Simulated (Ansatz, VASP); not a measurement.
## Zn4C: VASP beside Ansatz

```xyz
5
Lattice="4.4425 0.0000 0.0000 0.0000 4.4425 0.0000 0.0000 0.0000 4.4425" Properties=species:S:1:pos:R:3 pbc="T T T"
Zn    1.0830    3.3595    3.3595
Zn    3.3595    1.0830    3.3595
Zn    3.3595    3.3595    1.0830
Zn    1.0830    1.0830    1.0830
C     0.0000    0.0000    0.0000
```

Change from the starting cell: species swapped into the SnI4 type (P-43m, No. 215).

Alike in both runs: task relaxation of cell and atoms; functional PBE; k mesh 4 × 4 × 4; occupations gaussian, width 0.1 eV; no spin polarisation.

```csv
,VASP,Ansatz
version,VASP 6.6.1,Ansatz 0.2.0
potentials or method,"VASP PAW PBE potentials, release 64 (Zn, C)","scalar-relativistic, plane waves, PAW"
plane-wave cutoff (eV),600,420
valence electrons in the cell,52,52
```

```csv
,VASP,Ansatz,Ansatz less VASP
"gap on the k mesh at the Fermi level, each at its own relaxed structure (eV)",none,none,-
relaxed volume (Å³/atom),14.94,14.81,-0.123
relaxed cell length with the largest relative difference (Å),4.211,4.200,-0.0116
energy change over the relaxation (meV/atom),-224,-221,+3.5
```

A gap of «none» marks a metal or a gap that the smearing closes.
